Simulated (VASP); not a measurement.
```xyz
2
Lattice="0.0000 2.3910 2.3910 2.3910 0.0000 2.3910 2.3910 2.3910 0.0000" Properties=species:S:1:pos:R:3 pbc="T T T"
Cd     0.0000     0.0000     0.0000
O      2.3910     2.3910     2.3910
```

The numbers are results of PBE GGA, VASP's PBE PAW potentials (set 64) (plane waves; VASP), not measurements. Numerical set-up: 520 eV cut-off, Gaussian smearing of 0.050 eV, potentials Cd O.

Problem. Estimate the band gap (along the path) with the smallest direct gap where there is one.

Solution. 
The band gap (along the path) is none (metal, semimetal or under 0.01 eV).

Total energies compare only between runs with the same potentials, cut-off and functional.

The compound is CdO in the rock salt structure. It was relaxed first, which changed the volume by +5 %.
